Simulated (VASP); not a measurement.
Input:

```xyz
6
Lattice="4.5395 0.0000 0.0000 -2.2697 3.9313 0.0000 0.0000 0.0000 14.1723" Properties=species:S:1:pos:R:3 pbc="T T T"
Pb     2.2697     1.3104     7.0872
Pb     0.0000     2.6209     0.0011
I      2.2697     1.3104    12.3068
I      0.0000     2.6209     5.2207
I      0.0000     0.0000     1.8643
I      0.0000     0.0000     8.9505
```

All values below come from PBEsol GGA, VASP's PBE PAW potentials (set 64) (plane waves; VASP 6.6.1). Settings: 400 eV cut-off, Gaussian smearing of 0.050 eV, potentials Pb_d I.

Unless said otherwise, spin-orbit coupling is left out, though it shifts the bands of the heavy elements here.

Task: Give the energies of bands 19 to 32 at the high-symmetry points, in eV from the valence-band maximum.

Result: 
| band | Γ | M | K | A | L | H |
|---|---|---|---|---|---|---|
| 19 | -1.14 | -2.30 | -2.89 | -1.09 | -2.09 | -2.81 |
| 20 | -1.14 | -2.13 | -2.58 | -1.09 | -2.09 | -2.81 |
| 21 | -1.00 | -2.07 | -2.44 | -1.09 | -1.99 | -2.58 |
| 22 | -1.00 | -1.88 | -2.44 | -1.09 | -1.99 | -2.58 |
| 23 | -0.90 | -1.25 | -1.61 | -0.80 | -1.42 | -1.19 |
| 24 | -0.90 | -1.12 | -1.34 | -0.80 | -1.42 | -1.19 |
| 25 | -0.79 | -1.01 | -1.34 | -0.80 | -0.94 | -1.19 |
| 26 | -0.74 | -0.93 | -0.82 | -0.80 | -0.94 | -1.19 |
| 27 | -0.74 | -0.79 | -0.27 | -0.29 | -0.60 | -0.39 |
| 28 | 0.00 | -0.67 | -0.27 | -0.29 | -0.60 | -0.39 |
| 29 | 2.16 | 2.80 | 3.27 | 2.27 | 2.94 | 3.67 |
| 30 | 2.38 | 3.21 | 3.58 | 2.27 | 2.94 | 3.67 |
| 31 | 3.19 | 3.66 | 3.58 | 3.23 | 3.86 | 3.72 |
| 32 | 3.19 | 3.91 | 4.19 | 3.23 | 3.87 | 3.72 |

The gap is direct, 2.16 eV, from the valence maximum at Γ to the conduction minimum at Γ.

The structure comes from a computed database's PbI2 entry (P6_3mc); how it stands against other phases isn't given here. It was relaxed first, which changed the volume by -6 %.
